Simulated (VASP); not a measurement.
Level of theory: PBE GGA, VASP's PBE PAW potentials (set 64) (plane waves; VASP).

Input for VASP

File POSCAR:
```
FePt
1
    2.7744000000     0.0000000000     0.0000000000
    0.0000000000     2.7744000000     0.0000000000
    0.0000000000     0.0000000000     3.7842000000
Fe Pt
1 1
Direct
  0.0000000000   0.0000000000   0.0000000000
  0.5000000000   0.5000000000   0.5000000000
```

KPOINTS:
```
K-points
0
gamma
 10 10 7
0 0 0
```

### INCAR
```
SYSTEM = FePt
PREC = Accurate
ENCUT = 400
EDIFF = 1E-6
NELM = 100
ALGO = Normal
LREAL = .FALSE.
LASPH = .TRUE.
ISMEAR = 1
SIGMA = 0.1
GGA = PE
LMAXMIX = 6
ISPIN = 2
MAGMOM = 3.0 0.0
LORBIT = 10
LWAVE = .FALSE.
LCHARG = .FALSE.
ISIF = 2
```

POTCAR, in this order: Fe Pt (PBE.64 set). Program: vasp_std.

The resulting files:

File OSZICAR:
```
       N       E                     dE             d eps       ncg     rms          rms(c)
DAV:   1     0.794793133945E+02    0.79479E+02   -0.73636E+03  5144   0.107E+03
DAV:   2    -0.135114608457E+02   -0.92991E+02   -0.83127E+02  5152   0.230E+02
DAV:   3    -0.162106330781E+02   -0.26992E+01   -0.26205E+01  6287   0.474E+01
DAV:   4    -0.162372307299E+02   -0.26598E-01   -0.26591E-01  5752   0.415E+00
DAV:   5    -0.162379923134E+02   -0.76158E-03   -0.76157E-03  6681   0.786E-01    0.156E+01
DAV:   6    -0.180837713826E+02   -0.18458E+01   -0.17737E+01  5584   0.893E+01    0.283E+01
DAV:   7    -0.148763822337E+02    0.32074E+01   -0.10234E+01  6476   0.821E+01    0.794E+00
DAV:   8    -0.148625772804E+02    0.13805E-01   -0.48311E-01  6085   0.100E+01    0.398E+00
DAV:   9    -0.147890957431E+02    0.73482E-01   -0.11679E-01  7401   0.729E+00    0.168E+00
DAV:  10    -0.147790766330E+02    0.10019E-01   -0.42555E-02  7544   0.397E+00    0.655E-01
DAV:  11    -0.147782092948E+02    0.86734E-03   -0.27294E-03  7011   0.883E-01    0.243E-01
DAV:  12    -0.147781701486E+02    0.39146E-04   -0.35807E-04  6683   0.233E-01    0.620E-02
DAV:  13    -0.147781848666E+02   -0.14718E-04   -0.43771E-05  6366   0.992E-02    0.362E-02
DAV:  14    -0.147781845097E+02    0.35691E-06   -0.37939E-06  5790   0.408E-02
   1 F= -.14778185E+02 E0= -.14778436E+02  d E =0.753558E-03  mag=     3.3828
```

OUTCAR:
```
------------------------ aborting loop because EDIFF is reached ----------------------------------------
  FORCE on cell =-STRESS in cart. coord.  units (eV):
  Direction    XX          YY          ZZ          XY          YZ          ZX
  --------------------------------------------------------------------------------------
  Total       -1.4047985     -1.4047985     -1.3532148      0.0000000      0.0000000     -0.0000000
  in kB      -77.2702635    -77.2702635    -74.4329279      0.0000000      0.0000000     -0.0000000
  external PRESSURE =     -76.3244850 kB  Pullay stress =       0.0000000 kB
  volume of cell :       29.13
      direct lattice vectors                 reciprocal lattice vectors
     2.774400000  0.000000000  0.000000000     0.360438293  0.000000000  0.000000000
     0.000000000  2.774400000  0.000000000     0.000000000  0.360438293  0.000000000
     0.000000000  0.000000000  3.784200000     0.000000000  0.000000000  0.264256646
 POSITION                                       TOTAL-FORCE (eV/Angst)
 -----------------------------------------------------------------------------------
      0.00000      0.00000      0.00000         0.000000      0.000000      0.000000
      1.38720      1.38720      1.89210         0.000000      0.000000      0.000000
 -----------------------------------------------------------------------------------
    total drift:                                0.000000     -0.000000     -0.000000
  FREE ENERGIE OF THE ION-ELECTRON SYSTEM (eV)
  ---------------------------------------------------
  free  energy   TOTEN  =       -14.7781845097 eV

  energy  without entropy=      -14.7789380673  energy(sigma->0) =      -14.77843570

 total charge

# of ion       s       p       d       tot
------------------------------------------
    1        0.392   0.411   6.076   6.879
    2        0.688   0.602   8.025   9.314
--------------------------------------------------
tot          1.079   1.013  14.101  16.193

 magnetization (x)

# of ion       s       p       d       tot
------------------------------------------
    1        0.006  -0.006   3.015   3.015
    2       -0.025  -0.062   0.440   0.353
--------------------------------------------------
tot         -0.018  -0.068   3.455   3.368
```
(Selected blocks of OUTCAR.)

The compound is FePt in the L1_0 structure. The cell was not relaxed at this level.
